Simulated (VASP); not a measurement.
Consider the following.

```xyz
2
Lattice="2.2659 0.0000 0.0000 -1.1330 1.9624 0.0000 0.0000 0.0000 3.5615" Properties=species:S:1:pos:R:3 pbc="T T T"
Be     1.1330     0.6541     2.6711
Be     0.0000     1.3082     0.8904
```

Method: r2SCAN meta-GGA, VASP's PBE PAW potentials (set 64) (plane waves; VASP 6.6.1). Settings: PREC = Normal, EDIFF = 1E-5, 400 eV cut-off, 21×21×12 Γ-centred mesh, first-order Methfessel-Paxton smearing of 0.10 eV, potentials Be.

Predict the energy per atom (σ→0), band gap (on the k-mesh) with the smallest direct gap where there is one.

```json
{
  "band gap (on the k-mesh)": "none (metal, semimetal or under 0.01 eV)",
  "energy per atom (σ→0)": "-4337 meV/atom"
}
```

The compound is Be in the hcp structure. It was relaxed first.
